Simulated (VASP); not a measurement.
Consider the following.

```yaml
crystal:
  lattice:
    - [0.00000, 3.21098, 3.21098]
    - [3.21098, 0.00000, 3.21098]
    - [3.21098, 3.21098, 0.00000]
  atoms:
    - { symbol: Cd, position: [0.00000, 0.00000, 0.00000] }
    - { symbol: Te, position: [0.25000, 0.25000, 0.25000] }
```

Computed with LDA (Ceperley-Alder, Perdew-Zunger), VASP's LDA PAW potentials (set 64) (plane waves; VASP). Run with 520 eV cut-off, Gaussian smearing of 0.050 eV, potentials Cd Te.

Unless said otherwise, spin-orbit coupling is left out, though it shifts the bands of the heavy elements here.

### Question
What does the run give for the band gap (along the path) with the smallest direct gap where there is one?

### Answer

| Property | Result |
|---|---|
| band gap (along the path) | 0.64 eV |
| smallest direct gap (along the path) | 0.64 eV |

The compound is CdTe in the zinc blende structure. It was relaxed first.
